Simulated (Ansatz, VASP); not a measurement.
# Sn: VASP beside Ansatz

Aim: how closely do two programs agree when they are given the same cell, functional and k mesh? The cell is taken from a series of runs on this material, whose earlier steps may have relaxed, scaled, displaced or heated it; both programs get it as it stands.

Main program and level: Ansatz 0.2.0; plane waves, with VASP 6.6.1 beside it; zone-centre phonons at LDA.

## Step 1: Set-up

The structure is tetragonal, space group I4_1/amd (No. 141). Conventional cell: a = 4.485 Å, b = 4.485 Å, c = 6.603 Å, α = 90.00°, β = 90.00°, γ = 90.00°. Nearest to Sn lie 4 Sn at 2.78 to 2.79 Å. That group holds within 0.01 Å; judged at 0.001 Å it is C2/m (No. 12).

As a file:

```cif
data_structure
_symmetry_space_group_name_H-M 'I4_1/amd:1'
_symmetry_Int_Tables_number 141
_cell_length_a 4.4850
_cell_length_b 4.4850
_cell_length_c 6.6031
_cell_angle_alpha 90.000
_cell_angle_beta 90.000
_cell_angle_gamma 90.000
_cell_volume 132.82
loop_
_atom_site_label
_atom_site_type_symbol
_atom_site_symmetry_multiplicity
_atom_site_Wyckoff_symbol
_atom_site_fract_x
_atom_site_fract_y
_atom_site_fract_z
_atom_site_occupancy
Sn1 Sn 4 b 0.50000 0.50000 0.00000 1
```

## Step 2: Ansatz: zone-centre phonons, LDA

Ansatz runs on its PAW soft_1 files.

Second derivatives magnify differences that forces hide, and they need a tight electronic threshold.

input.yaml

```yaml
crystal:
  lattice:
    - [0.0, 3.1713408489, 3.3015638321]
    - [3.1713408489, 0.0, 3.3015638321]
    - [3.1713408489, 3.1713408489, 0.0]
  atoms:
    - { symbol: Sn, position: [0.5000156341, 0.5000156341, 0.4998255908] }
    - { symbol: Sn, position: [0.7499843659, 0.7499843659, 0.7501744092] }
kpoints:
  mp_grid: { grid: [12, 12, 12], shift: [0.5, 0.5, 0.5] }
hamiltonian:
  xc: lda
  pseudopotentials: { kind: paw, azcp: { folder: soft_1 }, xc_functional: pbe }
scf:
  occupations: { method: gaussian, width: 0.015 }
output:
  eigenvalues: true
phonons:
  method: dfpt
```

Started as:

```
$ ansatz run input.yaml --threads 4 --pin off --max-ram 10240MiB --backend cpu --events-out ev --progress --plain --runs-dir out
```

Numbers of over 12 decimals in the logs are rounded to 6 here.

The program printed:

```text
Engine: ansatz 0.2.0, aarch64-unknown-linux-gnu
Pseudopotentials: kind: paw
Pseudopotential: Sn, paw, valence charge 14, recommended cutoff 420 eV (normal), soft_1/Sn.paw.azcp
Functional definition: SPW92
  exchange = slater_x
  correlation = pw_c
Crystal: 2 atoms, lattice volume = 66.410 Å³
Basis set: ecut = 420 eV, 1299 PW (Γ), exchange–correlation on 64×64×64 points (8 copies of the dense FFT grid, shifted against one another)
Bands: 18, of which v1, the nominal top of the filled ones, is band 14 counted from 1 (13 counted from 0)
Symmetry: 4 space group operations
k-points: 864 of 1728 (irreducible under 1 space group operation, time reversal used)
Non-local potential: Sn, projectors of the file, l = 0: 2, l = 1: 2, l = 2: 2, l = 3: 1
PAW form: soft (Blöchl's): semilocal exchange-correlation on the pseudo side does not see the compensation charge
PAW frozen core: Sn, regenerated for the run's functional, and the local potential with it (the file was generated under x = pbe(κ = 0.804, μ = 0.219515), c = pbe(β = 0.066725))
PAW one-centre angular grid: Sn, 590 points (default); XC on 64 Gauss nodes
Initial density: superposition of atomic densities (chi_scale 0.1, normalization cell)
Initial wavefunctions: pseudopotential atomic-orbital guess
Functional: x = slater, c = lda
SCF iter   1: F=—  HF=-11759.272979 eV  |F-HF|=—  |Δ(HF+E_count)|=         —  Δρ=2.33e-2  dr2=4.00e-1  ethr=3.10e-3  ⟨swp⟩=6.1  Hψ=84560  notcnv=0
preconditioner: auto → none  [insulator: Δε(μ)=0.058 eV  Ē_g=20.043 eV  σ=0.015 eV  W_gap=0.99  n_scr=14 (ndim 8)  ℏωp=24.1 eV  f_vac=0.001  D(μ)=0.00/eV (n_scr^D=0)  ε∞_Penn≈2.4]
SCF iter   2: F=—  HF=-11759.153167 eV  |F-HF|=—  |Δ(HF+E_count)|=   1.20e-1  Δρ=9.69e-3  dr2=6.42e-2  ethr=1.43e-3  ⟨swp⟩=2.0  Hψ=25902  notcnv=0
SCF iter   3: F=—  HF=-11759.137987 eV  |F-HF|=—  |Δ(HF+E_count)|=   1.52e-2  Δρ=1.04e-3  dr2=4.62e-4  ethr=2.29e-4  ⟨swp⟩=2.0  Hψ=22466  notcnv=0
SCF iter   4: F=—  HF=-11759.138142 eV  |F-HF|=—  |Δ(HF+E_count)|=   1.55e-4  Δρ=4.67e-4  dr2=5.58e-5  ethr=1.65e-6  ⟨swp⟩=2.0  Hψ=29766  notcnv=0
SCF iter   5: F=—  HF=-11759.138133 eV  |F-HF|=—  |Δ(HF+E_count)|=   9.06e-6  Δρ=1.12e-4  dr2=3.17e-6  ethr=1.99e-7  ⟨swp⟩=2.0  Hψ=24192  notcnv=0
SCF iter   6: F=—  HF=-11759.138133 eV  |F-HF|=—  |Δ(HF+E_count)|=   7.14e-7  Δρ=2.03e-5  dr2=1.50e-7  ethr=1.13e-8  ⟨swp⟩=2.0  Hψ=27679  notcnv=0
SCF iter   7: F=—  HF=-11759.138133 eV  |F-HF|=—  |Δ(HF+E_count)|=   3.17e-7  Δρ=3.91e-6  dr2=8.20e-9  ethr=5.34e-10  ⟨swp⟩=1.0  Hψ=15552  notcnv=0
SCF iter   8: F=—  HF=-11759.138133 eV  |F-HF|=—  |Δ(HF+E_count)|=   2.93e-9  Δρ=2.50e-7  dr2=2.06e-11  ethr=2.93e-11  ⟨swp⟩=2.0  Hψ=27647  notcnv=0
SCF iter   9: F=-11759.138133 eV  HF=-11759.138133 eV  |F-HF|=3.64e-12  |Δ(HF+E_count)|=  3.64e-12  Δρ=3.02e-8  dr2=3.16e-13  ethr=1.00e-12  ⟨swp⟩=6.4  Hψ=70812  notcnv=0
SCF 1 converged in 9 iterations: F = -11759.138133 eV  dr2 = 3.16e-13
  greatest PAW one-centre occupation: 0.992 electrons in one spin orbital (limit 2), on the Sn atom at site 1 (counted from 0), in its partial waves of l = 2
DFPT response loops at Γ: preconditioner auto → Kerker (q_TF=auto, 2.363 Å⁻¹) (partly filled bands, converged f_vac=0.078); β = 1.00, the filter's whole step (`scf.mixing.beta` (0.50) is not read by the response loops under this deck's `scf.mixing.preconditioner`; to damp them name `kerker` or `kerker_dos`, under which they read `scf.mixing.beta`, and type it under 1.00, their step now; both keys bind the ground state too); Broyden in place of MSR1
SCF converged after 9 iterations
Free energy (F): -11759.138133 eV
Harris-Foulkes:  -11759.138133 eV  (|F-HF|=3.64e-12)
Internal energy: -11759.138133 eV  (E = F + TS)
E sigma→0 (E₀):  -11759.138133 eV
Entropy (-TS):   -0.000000 eV (-0.000 meV/atom)
Fermi energy:    7.964132 eV
--- Per-component energies (eV) ---
  E_band       = -245.883384
  E_kinetic    = 339.873021
  E_local      = -2593.197192  (includes V_loc(G=0)·N_el)
  E_nonlocal   = 299.122319
  E_hartree    = 1261.655284
  E_xc         = -250.345814
  E_vxc        = -162.748825  (∫ρ·V_xc dr)
  E_paw        = -8451.463485  (= ΣΔE_a)
  E_vpaw       = -652.243839  (= ΣTr[D̂ρ^β])
  E_aug_tail   = 0.000547  (compensation charges beyond the density's cutoff)
  E_ewald      = -2365.632595
  E_core_change = 0.849782  (= ΣΔE_core)
  E_smearing   = -0.000000  (= −TS)
  E_closure    = 0.000000  (closes the sum)
  Σ components = -11759.138133   (vs F -11759.138133, Δ=0.00e0)
--- Band table (eV; the first three rows and the last of 864) ---
  k-point 0: bands = [... 10 lower, -2.9215, 6.9199, 7.8411, 8.0610, 8.2445, 10.0764, 10.0777, 10.2540]
  k-point 1: bands = [... 10 lower, -2.8274, 6.0604, 7.4108, 7.9986, 8.6468, 10.1774, 10.1774, 10.8598]
  k-point 2: bands = [... 10 lower, -2.5988, 4.8022, 7.0426, 7.7251, 8.6035, 10.5489, 10.6783, 11.6820]
  k-point 863: bands = [... 10 lower, -1.2519, 1.4678, 6.5062, 6.7473, 8.0656, 11.1143, 11.2381, 13.5479]
--- Phonons (Γ-DFPT): 2 representative perturbations + reference, on 864 of 1728 k-points (Σ response iterations 6) ---
  k mesh reduced under 1 symmetry operation, with k and −k counted as one. Each operation leaves every solved perturbation unchanged. A smaller set is not used because it would not reduce the number of displacements times k-points to solve
  ASR residual: 1.720e-5 → 0.000e0 eV/Å²; symmetrization residual: 2.188e-6 eV/Å²
  ASR residual per site (eV/Å²): 1.72e-5 1.72e-5
  Γ frequencies (cm⁻¹): 0.00 0.00 0.00 192.24 195.06 198.89
  non-analytic LO–TO correction: not included (Born effective charges unavailable; polar crystals: no LO–TO splitting at Γ)
```

[end of part 1 of 3]

[Lines on the potential files, build, host, timing and source positions are cut from VASP's logs without a mark.]

[Logs are printed without paths, hosts, clocks, repeated set-up lines and the standing remarks that a program may print on its own settings, such as how far it seeks lower states.]

[Hosts, paths, dates, database ids (printed as entryN), source tags and the programs' standing remarks are cut or masked in the printed files.]
